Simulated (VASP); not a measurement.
An input for Ansatz (written as the equivalent of a VASP run, and not itself run):

Ansatz 0.2 input:
```yaml
crystal:
  lattice:
    - [0.0000000, 2.3063042, 2.3063042]
    - [2.3063042, 0.0000000, 2.3063042]
    - [2.3063042, 2.3063042, 0.0000000]
  atoms:
    - { symbol: Cd, position: [0.0000000, 0.0000000, 0.0000000] }
    - { symbol: O, position: [0.5000000, 0.5000000, 0.5000000] }
kpoints:
  mp_grid: { grid: [14, 14, 14] }
hamiltonian:
  xc: pbesol
  pseudopotentials: { kind: paw }
scf:
  occupations: { method: methfessel_paxton, width: 0.1 }
  max_iter: 100
relax:
  max_steps: 40
  f_tol: 0.02
  cell: { p_target: 10 }
output: { forces: true, stress: true, eigenvalues: true }
```

Write the VASP files for the same calculation (PBEsol).

Several could match; the one computed here: 
INCAR:
```
SYSTEM  =  CdO
PREC  =  Accurate; ENCUT  =  620; LREAL  =  F
LASPH  =  T
EDIFF  =  1E-6; NELM  =  100; ALGO  =  Normal
LMAXMIX  =  4
ISMEAR  =  1; SIGMA  =  0.1
GGA  =  PS
IBRION  =  2; NSW  =  40; ISIF  =  3
EDIFFG  =  -0.02; PSTRESS  =  100
LWAVE  =  F; LCHARG  =  F
```

File KPOINTS:
```
Regular mesh
0
gamma
  14 14 14
```

File POSCAR:
```
CdO
1
    0.0000000000     2.3063041735     2.3063041735
    2.3063041735    -0.0000000000     2.3063041735
    2.3063041735     2.3063041735     0.0000000000
Cd O
1 1
Direct
  0.0000000000   0.0000000000   0.0000000000
  0.5000000000   0.5000000000   0.5000000000
```

POTCAR, in this order: Cd O (PBE.64 set). Program: vasp_std.

What does not carry over: each code has its own PAW files, so the cut-off isn't converted (ENCUT is set for VASP's; basis.ecutwfc is left out, and Ansatz then takes the one that its files recommend); Ansatz stops its SCF on the density residual and VASP on the energy change (EDIFF).

The compound is CdO in the rock salt structure. It was relaxed first under an external pressure of 10 GPa.
